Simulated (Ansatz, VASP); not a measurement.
**Ba4Si21O46 (glassy 84SiO2-16BaO (mol %)) in two plane-wave programs**

Aim: how closely do two programs agree when they are given the same cell, functional and k mesh? Of the first pair: The structure shown is the start of the Ansatz relaxation below; VASP solves that cell, so the two are compared at the walk's first step.

Calculated with Ansatz 0.2.0; plane waves, with VASP 6.6.1 beside it; single point at PBE.

### Step 1. The starting structure

The cell holds 71 atoms: 21 Si, 4 Ba and 46 O. Cell: a = 9.980 Å, b = 9.980 Å, c = 9.980 Å, α = 90.0°, β = 90.0°, γ = 90.0°. As first built, before any earlier steps moved the atoms (in the runner's words): 71 atoms (21 Si, 4 Ba, 46 O) placed at random at 2.83 g/cm^3, melted at 4000 K for 10 ps at fixed volume with the Morse and Coulomb pair potential with partial charges (Pedone, Malavasi, Menziani, Cormack and Segre, J. Phys. Chem. B 110, 11780 (2006)). Quenched from 4000 K to 300 K at 200 K/ps and fixed volume, held 10 ps at zero pressure, then minimised at fixed cell.

### Step 2. Ansatz: relaxation, PBE

Ansatz runs on its PAW soft_1 files.

The two programs are compared at the cell with which this relaxation starts, whose forces are those of its first step.

File input.yaml:

```yaml
crystal:
  lattice:
    - [9.98014, 0.0, 0.0]
    - [0.0, 9.98014, 0.0]
    - [0.0, 0.0, 9.98014]
  atoms:
    - { symbol: Si, position: [0.76808, 0.94446, 0.57117] }
    - { symbol: Si, position: [0.09442, 0.58974, 0.72346] }
    - { symbol: Si, position: [0.32904, 0.82882, 0.48212] }
    - { symbol: Si, position: [0.5966, 0.20099, 0.55639] }
    - { symbol: Si, position: [0.86522, 0.03595, 0.30422] }
    - { symbol: Si, position: [0.88903, 0.68418, 0.93162] }
    - { symbol: Si, position: [0.38367, 0.09126, 0.35058] }
    - { symbol: Si, position: [0.53229, 0.83193, 0.72195] }
    - { symbol: Si, position: [0.741, 0.89268, 0.08042] }
    - { symbol: Si, position: [0.3988, 0.27298, 0.79978] }
    - { symbol: Si, position: [0.07602, 0.2673, 0.74442] }
    - { symbol: Si, position: [0.02748, 0.7975, 0.50969] }
    - { symbol: Si, position: [0.48198, 0.01967, 0.9688] }
    - { symbol: Si, position: [0.31815, 0.76925, 0.08057] }
    - { symbol: Si, position: [0.38526, 0.58679, 0.82765] }
    - { symbol: Si, position: [0.44119, 0.54198, 0.45299] }
    - { symbol: Si, position: [0.04426, 0.70037, 0.21269] }
    - { symbol: Si, position: [0.58312, 0.65446, 0.19945] }
    - { symbol: Si, position: [0.10164, 0.17767, 0.45037] }
    - { symbol: Si, position: [0.72462, 0.32217, 0.31631] }
    - { symbol: Si, position: [0.01112, 0.40861, 0.25906] }
    - { symbol: Ba, position: [0.7573, 0.33279, 0.97711] }
    - { symbol: Ba, position: [0.76272, 0.55594, 0.5939] }
    - { symbol: Ba, position: [0.36102, 0.39117, 0.13374] }
    - { symbol: Ba, position: [0.1183, 0.07773, 0.05557] }
    - { symbol: O, position: [0.17211, 0.78244, 0.15233] }
    - { symbol: O, position: [0.3753, 0.92771, 0.36708] }
    - { symbol: O, position: [0.06451, 0.3145, 0.37553] }
    - { symbol: O, position: [0.49481, 0.70028, 0.80347] }
    - { symbol: O, position: [0.8632, 0.96964, 0.15788] }
    - { symbol: O, position: [0.68448, 0.7792, 0.17831] }
    - { symbol: O, position: [0.81295, 0.56984, 0.86138] }
    - { symbol: O, position: [0.94383, 0.67686, 0.08777] }
    - { symbol: O, position: [0.77287, 0.95702, 0.40815] }
    - { symbol: O, position: [0.25221, 0.13806, 0.43652] }
    - { symbol: O, position: [0.70899, 0.08956, 0.60998] }
    - { symbol: O, position: [0.08458, 0.55167, 0.25555] }
    - { symbol: O, position: [0.25311, 0.60058, 0.73103] }
    - { symbol: O, position: [0.05366, 0.1976, 0.60036] }
    - { symbol: O, position: [0.41842, 0.85806, 0.61209] }
    - { symbol: O, position: [0.80136, 0.82333, 0.94677] }
    - { symbol: O, position: [0.61843, 0.99575, 0.05336] }
    - { symbol: O, position: [0.49964, 0.53022, 0.59636] }
    - { symbol: O, position: [0.37284, 0.41803, 0.39663] }
    - { symbol: O, position: [0.61305, 0.31564, 0.21481] }
    - { symbol: O, position: [0.03476, 0.33625, 0.12337] }
    - { symbol: O, position: [0.68376, 0.31538, 0.47693] }
    - { symbol: O, position: [0.50128, 0.24154, 0.67939] }
    - { symbol: O, position: [0.34685, 0.67509, 0.44646] }
    - { symbol: O, position: [0.80791, 0.18264, 0.29266] }
    - { symbol: O, position: [0.99281, 0.7694, 0.35115] }
    - { symbol: O, position: [0.84781, 0.43123, 0.29254] }
    - { symbol: O, position: [0.43377, 0.71917, 0.17501] }
    - { symbol: O, position: [0.98389, 0.20355, 0.85057] }
    - { symbol: O, position: [0.05776, 0.4317, 0.73248] }
    - { symbol: O, position: [0.4397, 0.16954, 0.92344] }
    - { symbol: O, position: [0.36225, 0.91185, 0.01229] }
    - { symbol: O, position: [0.41059, 0.4277, 0.8512] }
    - { symbol: O, position: [0.02935, 0.65218, 0.58683] }
    - { symbol: O, position: [0.01253, 0.06235, 0.36682] }
    - { symbol: O, position: [0.31246, 0.64709, 0.9715] }
    - { symbol: O, position: [0.52826, 0.95312, 0.82494] }
    - { symbol: O, position: [0.35662, 0.12705, 0.20177] }
    - { symbol: O, position: [0.51274, 0.13155, 0.43896] }
    - { symbol: O, position: [0.91769, 0.88555, 0.58824] }
    - { symbol: O, position: [0.02777, 0.68371, 0.84041] }
    - { symbol: O, position: [0.67104, 0.83349, 0.63654] }
    - { symbol: O, position: [0.1738, 0.85283, 0.51686] }
    - { symbol: O, position: [0.57355, 0.58924, 0.34871] }
    - { symbol: O, position: [0.6044, 0.55824, 0.08109] }
    - { symbol: O, position: [0.23996, 0.24816, 0.77655] }
kpoints:
  mp_grid: { grid: [1, 1, 1] }
hamiltonian:
  xc: pbe
  pseudopotentials: { kind: paw, azcp: { folder: soft_1 } }
scf:
  occupations: { method: fixed }
output:
  forces: true
relax:
  f_tol: 0.05
  max_steps: 150
  cell: {}
```

The run is started by

```sh
$ ansatz run input.yaml --threads 4 --pin off --max-ram 8192MiB --backend cpu --events-out ev --progress --plain --runs-dir out
```

Numbers of over 12 decimals in the logs are rounded to 6 here.

What it wrote:

```text
Engine: ansatz 0.2.0, x86_64-unknown-linux-gnu
Pseudopotentials: kind: paw
Pseudopotential: Si, paw, valence charge 4, recommended cutoff 420 eV (normal), soft_1/Si.paw.azcp
Pseudopotential: Ba, paw, valence charge 10, recommended cutoff 420 eV (normal), soft_1/Ba.paw.azcp
Pseudopotential: O, paw, valence charge 6, recommended cutoff 420 eV (normal), soft_1/O.paw.azcp
Functional definition: PBE
  parameter kappa = 0.804
  parameter beta = 0.066725
  exchange = pbe_x(kappa = kappa, mu = beta*pi^2/3)
  correlation = pbe_c(beta = beta)
Crystal: 71 atoms, lattice volume = 994.054 Å³
Basis set: ecut = 420 eV, 19549 PW (Γ), exchange–correlation on 144×144×144 points (8 copies of the dense FFT grid, shifted against one another)
Bands: 271, of which v1, the nominal top of the filled ones, is band 200 counted from 1 (199 counted from 0)
Symmetry: 1 space group operations
Space group: P1 (ITA 1), of the structure as read, at distance tolerance 1.0e-4 Å
k-points: 1
Non-local potential: Si, projectors of the file, l = 0: 2, l = 1: 2, l = 2: 1
Non-local potential: Ba, projectors of the file, l = 0: 3, l = 1: 2, l = 2: 2, l = 3: 2
Non-local potential: O, projectors of the file, l = 0: 2, l = 1: 2, l = 2: 1
PAW form: soft (Blöchl's): semilocal exchange-correlation on the pseudo side does not see the compensation charge
PAW one-centre angular grid: Si, 110 points (default); XC on 64 Gauss nodes
PAW one-centre angular grid: Ba, 194 points (default); XC on 64 Gauss nodes
PAW one-centre angular grid: O, 110 points (default); XC on 64 Gauss nodes
Initial density: superposition of atomic densities (chi_scale 0.1, normalization cell, long waves kept (reshape's long-wave potential 0.83 eV rms))
Initial wavefunctions: pseudopotential atomic-orbital guess
Functional: x = pbe(κ = 0.804, μ = 0.219515), c = pbe(β = 0.066725)
SCF iter   1: F=—  HF=-63370.648304 eV  |F-HF|=—  |Δ(HF+E_count)|=         —  Δρ=1.06e-1  dr2=1.32e2  ethr=3.10e-3  ⟨swp⟩=7.0  Hψ=895  notcnv=0  defer=69
preconditioner: auto → Resta (q_TF=auto, 2.344 Å⁻¹)  ε∞=3.2  [insulator: Δε(μ)=2.053 eV  Ē_g=15.878 eV  n_scr=202 (ndim 8)  ℏωp=23.3 eV  f_vac=0.040  ε∞_Penn≈3.2]
SCF iter   2: F=—  HF=-63335.120259 eV  |F-HF|=—  |Δ(HF+E_count)|=    3.55e1  Δρ=4.13e-2  dr2=2.12e1  ethr=3.10e-3  ⟨swp⟩=4.0  Hψ=629  notcnv=0  defer=69
SCF iter   3: F=—  HF=-63330.109860 eV  |F-HF|=—  |Δ(HF+E_count)|=    5.01e0  Δρ=1.78e-2  dr2=5.57e0  ethr=3.10e-3  ⟨swp⟩=3.0  Hψ=433  notcnv=0  defer=57
automatic band count: iteration 3 solves 259 bands in place of 271: the levels show a gap, and the empty bands left out lie too high to hold charge; the band table lists the bands solved (type scf.n_extra_bands for more)
SCF iter   4: F=—  HF=-63328.800179 eV  |F-HF|=—  |Δ(HF+E_count)|=    1.31e0  Δρ=8.25e-3  dr2=5.58e-1  ethr=1.39e-3  ⟨swp⟩=5.0  Hψ=656  notcnv=0  defer=57
SCF iter   5: F=—  HF=-63328.742503 eV  |F-HF|=—  |Δ(HF+E_count)|=   5.77e-2  Δρ=2.87e-3  dr2=8.54e-2  ethr=1.40e-4  ⟨swp⟩=3.0  Hψ=428  notcnv=0  defer=57
SCF iter   6: F=—  HF=-63328.765795 eV  |F-HF|=—  |Δ(HF+E_count)|=   2.33e-2  Δρ=7.84e-4  dr2=7.75e-3  ethr=2.14e-5  ⟨swp⟩=4.0  Hψ=368  notcnv=0  defer=57
SCF iter   7: F=—  HF=-63328.770892 eV  |F-HF|=—  |Δ(HF+E_count)|=   5.10e-3  Δρ=5.28e-4  dr2=2.23e-3  ethr=1.94e-6  ⟨swp⟩=3.0  Hψ=374  notcnv=0  defer=57
SCF iter   8: F=—  HF=-63328.770906 eV  |F-HF|=—  |Δ(HF+E_count)|=   1.39e-5  Δρ=1.03e-4  dr2=1.25e-4  ethr=5.59e-7  ⟨swp⟩=2.0  Hψ=368  notcnv=0  defer=57
SCF iter   9: F=—  HF=-63328.771045 eV  |F-HF|=—  |Δ(HF+E_count)|=   1.39e-4  Δρ=7.80e-5  dr2=4.88e-5  ethr=3.14e-8  ⟨swp⟩=2.0  Hψ=395  notcnv=0  defer=57
SCF iter  10: F=—  HF=-63328.772047 eV  |F-HF|=—  |Δ(HF+E_count)|=   1.00e-3  Δρ=1.66e-5  dr2=3.10e-6  ethr=1.22e-8  ⟨swp⟩=2.0  Hψ=429  notcnv=0  defer=57
SCF iter  11: F=—  HF=-63328.772048 eV  |F-HF|=—  |Δ(HF+E_count)|=   1.57e-6  Δρ=7.93e-6  dr2=5.73e-7  ethr=7.76e-10  ⟨swp⟩=2.0  Hψ=366  notcnv=0  defer=57
SCF iter  12: F=—  HF=-63328.772049 eV  |F-HF|=—  |Δ(HF+E_count)|=   1.20e-7  Δρ=3.65e-6  dr2=1.12e-7  ethr=1.43e-10  ⟨swp⟩=2.0  Hψ=403  notcnv=0  defer=57
SCF iter  13: F=-63328.772049 eV  HF=-63328.772049 eV  |F-HF|=2.02e-9  |Δ(HF+E_count)|=   2.15e-9  Δρ=1.30e-6  dr2=1.38e-8  ethr=2.50e-11  ⟨swp⟩=5.0  Hψ=837  notcnv=0
SCF 1 converged in 13 iterations: F = -63328.772049 eV  dr2 = 1.38e-8
  greatest PAW one-centre occupation: 0.955 electrons in one spin orbital (limit 2), on the Ba atom at site 23 (counted from 0), in its partial waves of l = 0
relax step   1: F+E_penalty+E_count = -63328.77204851 eV  Δ(F+E_penalty+E_count) = +0.000e0 eV  max|allowed force component| = 2.893e0 eV/Å  Δτ_max = 0.0000 Å  P = +5.405 GPa  Ω = 994.054 Å³  (13 SCF iters, dr2 threshold 1.00e-7 eV, accepted)
Crystal: 71 atoms, lattice volume = 996.976 Å³
[...]
atom  29  O     -0.00235924    -0.00279964    -0.00182044
  atom  30  O      0.00003071    -0.00046719     0.00535445
  atom  31  O     -0.00305802     0.00082186    -0.00116489
  atom  32  O      0.00096456    -0.00185762     0.00036411
  atom  33  O      0.00193254     0.00688593     0.00014026
  atom  34  O     -0.00050122    -0.00255145    -0.00003539
  atom  35  O      0.00112300    -0.00251206    -0.00130012
  atom  36  O     -0.00032623    -0.00352359    -0.00187413
  atom  37  O      0.00296311    -0.00544087     0.00092229
  atom  38  O      0.00316132    -0.00017250     0.00350159
  atom  39  O      0.00675107    -0.00055699    -0.00009436
  atom  40  O      0.00304122     0.00008486     0.00138693
  atom  41  O     -0.00005821     0.00287385     0.00434297
  atom  42  O     -0.00196635    -0.00064972    -0.00407945
  atom  43  O     -0.00047085     0.00054176     0.00844151
  atom  44  O     -0.00193369    -0.00032703     0.00589197
  atom  45  O      0.00056686     0.00226697    -0.00375654
  atom  46  O     -0.00035168    -0.00400156     0.00187198
  atom  47  O      0.00040435    -0.00200465    -0.00116622
  atom  48  O     -0.00001499    -0.00285212    -0.00147660
  atom  49  O     -0.00169340     0.00366105     0.00240460
  atom  50  O      0.00124127    -0.00128159     0.00570482
  atom  51  O     -0.00155131     0.00261093     0.00479120
  atom  52  O     -0.00226665    -0.00074464     0.00484117
[...]
atom  64  O      0.00098057     0.00028038     0.00060482
  atom  65  O     -0.00610318     0.00422248     0.00009252
  atom  66  O      0.00325920    -0.00180553     0.00055252
  atom  67  O     -0.00138431    -0.00414687    -0.00225262
  atom  68  O     -0.00073696     0.00173870    -0.00215717
  atom  69  O      0.00015926     0.00250682     0.00751433
  atom  70  O     -0.00025228    -0.00012783    -0.00048363
  atom  71  O     -0.00256915    -0.00313034     0.00189348
  max |Σ_I F_I| component: 1.87e-5 eV/Å
--- Stress (GPa, compression-positive) ---
       -0.009717       0.004602      -0.000426
        0.004601      -0.021176      -0.001188
       -0.000425      -0.001188      -0.015627
  P = ⅓ Tr σ = -0.0155 GPa (-0.155 kbar)
--- Relaxed structure (19 steps of the walk, 16 accepted, 2 SCFs on fresh bases) ---
  F+E_penalty+E_count = -63333.60648474 eV   max|allowed force component| = 9.878e-3 eV/Å   (the final SCF, on the basis selected at the relaxed cell)
  cell:  # Å, volume = 999.7504 Å³
    - [10.045765, 0.015017, 0.156802]
    - [0.015017, 10.037037, -0.061040]
    - [0.156802, -0.061040, 9.918080]
  atoms:
    - { symbol: Si, position: [0.760590, 0.936410, 0.551916] }
    - { symbol: Si, position: [0.087464, 0.586886, 0.722670] }
    - { symbol: Si, position: [0.311743, 0.830420, 0.484392] }
    - { symbol: Si, position: [0.592146, 0.187537, 0.545684] }
    - { symbol: Si, position: [0.874588, 0.041856, 0.310482] }
    - { symbol: Si, position: [0.892645, 0.692112, 0.932658] }
    - { symbol: Si, position: [0.368253, 0.087275, 0.356221] }
    - { symbol: Si, position: [0.521094, 0.835163, 0.707999] }
    - { symbol: Si, position: [0.740093, 0.905964, 0.080544] }
    - { symbol: Si, position: [0.394234, 0.267749, 0.796162] }
    - { symbol: Si, position: [0.073367, 0.267715, 0.747502] }
    - { symbol: Si, position: [0.021728, 0.784446, 0.505616] }
    - { symbol: Si, position: [0.484856, 0.011436, 0.951879] }
    - { symbol: Si, position: [0.328327, 0.753080, 0.056040] }
    - { symbol: Si, position: [0.392980, 0.579550, 0.783301] }
    - { symbol: Si, position: [0.435135, 0.558416, 0.455099] }
    - { symbol: Si, position: [0.054352, 0.684848, 0.201908] }
    - { symbol: Si, position: [0.584156, 0.665862, 0.206504] }
    - { symbol: Si, position: [0.100837, 0.175204, 0.454764] }
    - { symbol: Si, position: [0.737151, 0.320891, 0.335018] }
    - { symbol: Si, position: [0.00823178, 0.399432, 0.272661] }
    - { symbol: Ba, position: [0.792823, 0.361144, 0.995656] }
    - { symbol: Ba, position: [0.740738, 0.560762, 0.609162] }
    - { symbol: Ba, position: [0.412777, 0.387766, 0.146454] }
    - { symbol: Ba, position: [0.125280, 0.094046, 0.057845] }
    - { symbol: O, position: [0.177546, 0.770811, 0.131365] }
    - { symbol: O, position: [0.360105, 0.923033, 0.360025] }
    - { symbol: O, position: [0.088921, 0.320290, 0.386651] }
    - { symbol: O, position: [0.509432, 0.701875, 0.797614] }
    - { symbol: O, position: [0.861166, 0.997596, 0.150785] }
    - { symbol: O, position: [0.681274, 0.797613, 0.184845] }
    - { symbol: O, position: [0.804219, 0.580904, 0.861764] }
    - { symbol: O, position: [0.938143, 0.667093, 0.090868] }
    - { symbol: O, position: [0.775746, 0.938737, 0.388705] }
    - { symbol: O, position: [0.255514, 0.137006, 0.470631] }
    - { symbol: O, position: [0.707969, 0.084074, 0.601644] }
    - { symbol: O, position: [0.096952, 0.535889, 0.246734] }
    - { symbol: O, position: [0.247175, 0.591813, 0.710258] }
    - { symbol: O, position: [0.034377, 0.190361, 0.606229] }
    - { symbol: O, position: [0.394013, 0.865981, 0.619255] }
    - { symbol: O, position: [0.815832, 0.840057, 0.945952] }
    - { symbol: O, position: [0.618108, 1.009944, 0.043763] }
    - { symbol: O, position: [0.475882, 0.547386, 0.616003] }
    - { symbol: O, position: [0.392666, 0.423846, 0.386821] }
    - { symbol: O, position: [0.648673, 0.302471, 0.208614] }
    - { symbol: O, position: [-0.000265079, 0.312984, 0.136927] }
    - { symbol: O, position: [0.665762, 0.326167, 0.491643] }
    - { symbol: O, position: [0.497312, 0.227384, 0.674729] }
    - { symbol: O, position: [0.319683, 0.675381, 0.442687] }
[...]
- { symbol: O, position: [0.513909, 0.119950, 0.423441] }
    - { symbol: O, position: [0.905441, 0.872582, 0.588845] }
    - { symbol: O, position: [0.034599, 0.693028, 0.841156] }
    - { symbol: O, position: [0.655654, 0.823339, 0.607955] }
    - { symbol: O, position: [0.157676, 0.862740, 0.531939] }
    - { symbol: O, position: [0.572123, 0.627318, 0.372347] }
    - { symbol: O, position: [0.624679, 0.546109, 0.109002] }
    - { symbol: O, position: [0.237250, 0.249408, 0.769235] }
```

(Continued in part 2 of 3.)

[Lines on the potential files, build, host, timing and source positions are cut from VASP's logs without a mark.]

[Logs are printed without paths, hosts, clocks, repeated set-up lines and the standing remarks that a program may print on its own settings, such as how far it seeks lower states.]

[Hosts, paths, dates, database ids (printed as entryN), source tags and the programs' standing remarks are cut or masked in the printed files.]
